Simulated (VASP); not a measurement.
Input:

```
CELL_PARAMETERS angstrom
      6.07243     0.00000     0.00000
      0.00000     6.07243     0.00000
      0.00000     0.00000     6.07243
ATOMIC_POSITIONS crystal
  Cs 0.00000 0.00000 0.00000
  Sn 0.50000 0.50000 0.50000
  I  0.50000 0.00000 0.50000
  I  0.00000 0.50000 0.50000
  I  0.50000 0.50000 0.00000
```

Level of theory: PBE GGA with D4 dispersion, VASP's PBE PAW potentials (set 64) (plane waves; VASP). Settings: 520 eV cut-off, 4×4×4 Γ-centred mesh, Gaussian smearing of 0.050 eV, potentials Cs_sv Sn_d I.

Unless said otherwise, spin-orbit coupling is left out, though it shifts the bands of the heavy elements here.

### Question
Estimate the energy per atom (σ→0), pressure, band gap (on the k-mesh) with the smallest direct gap where there is one.

### Answer

```json
{
  "band gap (on the k-mesh)": "none (metal, semimetal or under 0.01 eV)",
  "energy per atom (σ→0)": "-3.027 eV/atom",
  "pressure": "1.24 GPa"
}
```

The compound is CsSnI3 in the cubic perovskite structure, the ideal cubic form; the compound distorts at low or room temperature. This cell is one point of a volume scan, at 0.94 of the reference volume.
